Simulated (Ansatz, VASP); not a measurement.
Two plane-wave programs on ZrMo2C2

```
CELL_PARAMETERS angstrom
-1.81951 1.81951 4.87575
1.81951 -1.81951 4.87575
1.81951 1.81951 -4.87575
ATOMIC_POSITIONS crystal
Zr 0.00000 0.00000 0.00000
Mo 0.25000 0.75000 0.50000
Mo 0.75000 0.25000 0.50000
C 0.61921 0.61921 0.00000
C 0.38079 0.38079 0.00000
```

Change from the starting cell: species swapped into the HoSi2Pd2 type (I4/mmm, No. 139).

Alike in both runs: functional PBE; k mesh 6 × 6 × 6; occupations gaussian, width 0.1 eV; no spin polarisation.

Ansatz relaxed the structure, and its values are those at the end. VASP's run is a single point on that final structure, the one shown.

```csv
,VASP,Ansatz
version,VASP 6.6.1,Ansatz 0.2.0
potentials or method,"VASP PAW PBE potentials, release 64 (Zr_sv, Mo_sv, C)","scalar-relativistic, plane waves, PAW"
plane-wave cutoff (eV),520,420
valence electrons in the cell,48,48
```

|  | VASP | Ansatz | Ansatz less VASP |
| --- | --- | --- | --- |
| gap on the k mesh at the Fermi level (eV) | none | none | - |
| pressure (GPa) | 0.4 | 0.0 | -0.46 |
| rms of the force components (eV/Å) | 0.016 | 0.006 | -0.0097 |

A gap of «none» marks a metal or a gap that the smearing closes. The functional is the same, so the differences come from potentials, cutoffs and numerics.

Caveats: the k mesh is coarse (spacing up to 0.41 Å⁻¹), so the values aren't converged.
